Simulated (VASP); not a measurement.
Data:

```xyz
8
Lattice="3.6462 0.0000 0.0000 -1.8231 3.1577 0.0000 0.0000 0.0000 12.3011" Properties=species:S:1:pos:R:3 pbc="T T T"
Ni     0.0000     2.1052     1.5376
Ni     1.8231     1.0526     7.6882
Ni     1.8231     1.0526    10.7634
Ni     0.0000     2.1052     4.6129
Sb     0.0000     0.0000     0.0000
Sb     0.0000     0.0000     6.1505
Sb     0.0000     2.1052     9.2258
Sb     1.8231     1.0526     3.0753
```
Starting moments (μB, in the order of the record's atoms Ni Ni Ni Ni Sb Sb Sb Sb): 2.0 2.0 2.0 2.0 0.0 0.0 0.0 0.0.

Calculation: PBE GGA with D3 dispersion (Becke-Johnson damping), VASP's PBE PAW potentials (set 64) (plane waves; VASP). Settings: 300 eV cut-off, 4×4×1 Γ-centred mesh shifted by (0.5, 0.5, 0.5), Fermi-Dirac smearing of 0.050 eV, potentials Ni Sb.

At this cut-off the stress carries a Pulay error, which pulls relaxed volumes low. Energy and stress use the plane-wave basis of the starting cell.

Q: The ions, cell shape and volume are relaxed. Predict the relaxed structure.

A: 
```xyz
8
Lattice="3.8613 0.0000 0.0000 -1.9307 3.3440 0.0000 0.0000 0.0000 10.6593" Properties=species:S:1:pos:R:3 pbc="T T T"
Ni     0.0000     2.2293     1.3472
Ni     1.9307     1.1147     6.6768
Ni     1.9307     1.1147     9.3121
Ni     0.0000     2.2293     3.9825
Sb     0.0000     0.0000     0.0000
Sb     0.0000     0.0000     5.3296
Sb     0.0000     2.2293     7.9945
Sb     1.9307     1.1147     2.6648
```
Space group P6_3/mmc (194), at a tolerance of 0.03 Å. The cell ends with 0.00 μB, on the sites 0.00 0.00 0.00 0.00 0.00 0.00 0.00 0.00 μB.

Q: How do energy and volume change from the first to the last step?

A: The energy (σ→0) changes by -76.2 meV/atom and the volume by -2.8 %, in 19 ionic steps.

```json
[
 {"step": "1", "E(σ→0) (eV)": "-43.0441", "max force (eV/Å)": "0.639", "pressure (GPa)": "-2.00", "volume (Å³)": "141.63"},
 {"step": "2", "E(σ→0) (eV)": "-43.2804", "max force (eV/Å)": "0.446", "pressure (GPa)": "1.70", "volume (Å³)": "137.09"},
 {"step": "3", "E(σ→0) (eV)": "-43.3475", "max force (eV/Å)": "0.226", "pressure (GPa)": "5.16", "volume (Å³)": "133.57"},
 {"step": "4", "E(σ→0) (eV)": "-43.4520", "max force (eV/Å)": "0.020", "pressure (GPa)": "3.97", "volume (Å³)": "134.79"},
 {"step": "5", "E(σ→0) (eV)": "-43.5541", "max force (eV/Å)": "0.499", "pressure (GPa)": "1.74", "volume (Å³)": "137.13"},
 {"step": "6", "E(σ→0) (eV)": "-43.5850", "max force (eV/Å)": "0.358", "pressure (GPa)": "0.16", "volume (Å³)": "138.65"},
 {"step": "7", "E(σ→0) (eV)": "-43.5945", "max force (eV/Å)": "0.257", "pressure (GPa)": "-1.02", "volume (Å³)": "139.87"},
 {"step": "8", "E(σ→0) (eV)": "-43.5949", "max force (eV/Å)": "0.238", "pressure (GPa)": "-1.23", "volume (Å³)": "140.10"},
 {"step": "9", "E(σ→0) (eV)": "-43.6152", "max force (eV/Å)": "0.177", "pressure (GPa)": "-0.91", "volume (Å³)": "139.48"},
 {"step": "10", "E(σ→0) (eV)": "-43.6464", "max force (eV/Å)": "0.016", "pressure (GPa)": "0.35", "volume (Å³)": "137.61"},
 {"step": "11", "E(σ→0) (eV)": "-43.6470", "max force (eV/Å)": "0.050", "pressure (GPa)": "0.55", "volume (Å³)": "137.27"},
 {"step": "12", "E(σ→0) (eV)": "-43.6535", "max force (eV/Å)": "0.066", "pressure (GPa)": "-0.09", "volume (Å³)": "137.87"},
 {"step": "13", "E(σ→0) (eV)": "-43.6537", "max force (eV/Å)": "0.073", "pressure (GPa)": "-0.61", "volume (Å³)": "138.23"},
 {"step": "14", "E(σ→0) (eV)": "-43.6542", "max force (eV/Å)": "0.028", "pressure (GPa)": "0.25", "volume (Å³)": "137.35"},
 {"step": "15", "E(σ→0) (eV)": "-43.6544", "max force (eV/Å)": "0.032", "pressure (GPa)": "0.23", "volume (Å³)": "137.43"},
 {"step": "16", "E(σ→0) (eV)": "-43.6540", "max force (eV/Å)": "0.007", "pressure (GPa)": "-0.09", "volume (Å³)": "137.65"},
 {"step": "17", "E(σ→0) (eV)": "-43.6541", "max force (eV/Å)": "0.011", "pressure (GPa)": "-0.05", "volume (Å³)": "137.61"},
 {"step": "18", "E(σ→0) (eV)": "-43.6541", "max force (eV/Å)": "0.011", "pressure (GPa)": "-0.01", "volume (Å³)": "137.62"},
 {"step": "19", "E(σ→0) (eV)": "-43.6541", "max force (eV/Å)": "0.009", "pressure (GPa)": "-0.08", "volume (Å³)": "137.64"}
]
```

The structure was generated: NiSb was put into an ordered model structure, which need not be its known phase. This run relaxes it. Symmetry was kept, so distortions that lower it aren't found. The k-mesh is coarse (spacing up to 0.59 per Å, 2π included), so the numbers may not be converged in it. The run is one of a series of settings (EDIFFG = -0.01, IBRION = 2, ISIF = 3, IVDW = 12, NSW = 50 against the base run), some of them coarse on purpose.
